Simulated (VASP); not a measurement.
```
CELL_PARAMETERS angstrom
     -2.14864     2.14864     5.19355
      2.14864    -2.14864     5.19355
      2.14864     2.14864    -5.19355
ATOMIC_POSITIONS crystal
  Hg 0.75000 0.25000 0.50000
  Hg 0.25000 0.75000 0.50000
  Hg 0.50000 0.50000 0.00000
  Sb 0.00000 0.00000 0.00000
```

Method: PBEsol GGA, VASP's PBE PAW potentials (set 64) (plane waves; VASP). Numerical set-up: 400 eV cut-off, Gaussian smearing of 0.050 eV, potentials Hg Sb.

Task: Give the energies of bands 10 to 23 at the high-symmetry points, in eV from the Fermi level.

Result: 
```
band      Γ      X      P      N      M      S      R
----  -----  -----  -----  -----  -----  -----  -----
10    -6.90  -6.63  -6.54  -6.73  -6.54  -6.71  -6.61
11    -6.79  -6.54  -6.54  -6.72  -6.30  -6.62  -6.55
12    -6.33  -6.45  -6.28  -6.68  -6.30  -6.56  -6.44
13    -6.15  -6.19  -6.28  -6.63  -6.25  -6.51  -6.19
14    -6.15  -6.11  -6.19  -6.47  -6.25  -6.48  -6.12
15    -5.92  -5.89  -6.11  -6.44  -6.03  -6.28  -5.97
16    -5.35  -5.73  -5.68  -6.20  -5.92  -6.23  -5.90
17    -4.02  -3.88  -4.19  -5.74  -5.35  -5.57  -4.59
18    -3.22  -3.84  -3.87  -4.21  -1.78  -5.38  -3.85
19    -1.21  -3.65  -3.87  -3.16  -1.69  -1.88  -3.82
20    -0.65  -2.68  -1.29   0.95  -1.69   0.40  -2.27
21    -0.65  -2.00  -0.99   1.02   1.10   0.47  -0.78
22     1.27   0.45  -0.99   1.67   1.90   2.65   0.51
23     2.25   1.29  -0.76   3.15   3.90   3.58   1.42
```

It has no gap at this level: it comes out as a metal or semimetal.

The structure comes from a computed database's Hg3Sb entry (I4/mmm); how it stands against other phases isn't given here. It was relaxed first, which changed the volume by -9 %. The electron count is odd and the run is not spin-polarised, which forces a metal.
